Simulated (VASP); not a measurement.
An input for Ansatz (written as the equivalent of a VASP run, and not itself run):

Ansatz 0.2 input:
```yaml
crystal:
  lattice:
    - [3.3602487, 0.0000000, 0.0000000]
    - [0.0000000, 3.3602487, 0.0000000]
    - [0.0000000, 0.0000000, 3.3602487]
  atoms:
    - { symbol: Al, position: [0.0000000, 0.0000000, 0.0000000] }
    - { symbol: Ni, position: [0.0000000, 0.5000000, 0.5000000], spin: 0.2 }
    - { symbol: Ni, position: [0.5000000, 0.0000000, 0.5000000], spin: 0.2 }
    - { symbol: Ni, position: [0.5000000, 0.5000000, 0.0000000], spin: 0.2 }
kpoints:
  mp_grid: { grid: [9, 9, 9] }
hamiltonian:
  xc: lda
  pseudopotentials: { kind: paw }
magnetization: { spin_polarized: true }
scf:
  occupations: { method: methfessel_paxton, width: 0.1 }
  max_iter: 100
relax:
  max_steps: 40
  f_tol: 0.02
  cell: { p_target: 45 }
output: { forces: true, stress: true, eigenvalues: true }
```

**Question.** Write the VASP files for the same calculation (LDA).

**Answer.** One answer among several that fit: 
POSCAR:
```
Ni3Al
1
    3.3602487438     0.0000000000     0.0000000000
    0.0000000000     3.3602487438     0.0000000000
    0.0000000000     0.0000000000     3.3602487438
Al Ni
1 3
Direct
  0.0000000000   0.0000000000   0.0000000000
  0.0000000000   0.5000000000   0.5000000000
  0.5000000000   0.0000000000   0.5000000000
  0.5000000000   0.5000000000   0.0000000000
```

INCAR:
```
# general
SYSTEM =Ni3Al
PREC   =Accurate
ENCUT  =500
LREAL  =.FALSE.
LASPH  =.TRUE.

# electronic loop
EDIFF  =1E-6
NELM   =100
ALGO   =Normal
LMAXMIX=4

# smearing
ISMEAR =1
SIGMA  =0.1

# spin
ISPIN  =2
MAGMOM =-0.0 3*0.2

# ions
IBRION =2
NSW    =40
ISIF   =3
EDIFFG =-0.02
PSTRESS=450

# output
LWAVE  =.FALSE.
LCHARG =.FALSE.
LORBIT =10
```

### KPOINTS
```
Regular mesh
0
gamma
9 9 9
```

POTCAR, in this order: Al Ni (LDA.64 set). Program: vasp_std.

What does not carry over: each code has its own PAW files, so the cut-off isn't converted (ENCUT is set for VASP's; basis.ecutwfc is left out, and Ansatz then takes the one that its files recommend); Ansatz stops its SCF on the density residual and VASP on the energy change (EDIFF); Ansatz's lda is the Perdew-Wang form, while the LDA potentials of VASP carry Perdew-Zunger's.

The compound is Ni3Al in the L1_2 structure. This run relaxes it under an external pressure of 45 GPa. Symmetry was kept, so distortions that lower it aren't found.
